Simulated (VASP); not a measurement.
Here is the system:

```
CELL_PARAMETERS angstrom
      0.00000     2.97586     2.97586
      2.97586     0.00000     2.97586
      2.97586     2.97586     0.00000
ATOMIC_POSITIONS crystal
  Sr 0.00000 0.00000 0.00000
```

Method: PBE GGA, VASP's PBE PAW potentials (set 64) (plane waves; VASP). Settings: 300 eV cut-off, 8×8×8 Γ-centred mesh, Fermi-Dirac smearing of 0.10 eV, potentials Sr_sv.

Q: Predict the energy per atom (σ→0), band gap (on the k-mesh) with the smallest direct gap where there is one.

A: 
```
Item                                                        Result
------------------------  ----------------------------------------
band gap (on the k-mesh)  none (metal, semimetal or under 0.01 eV)
energy per atom (σ→0)                               -1.638 eV/atom
```

The absolute energy has meaning only against runs of the same code, potentials and settings.

The structure is a typed Sr crystal (Fm-3m). The cell was not relaxed at this level.
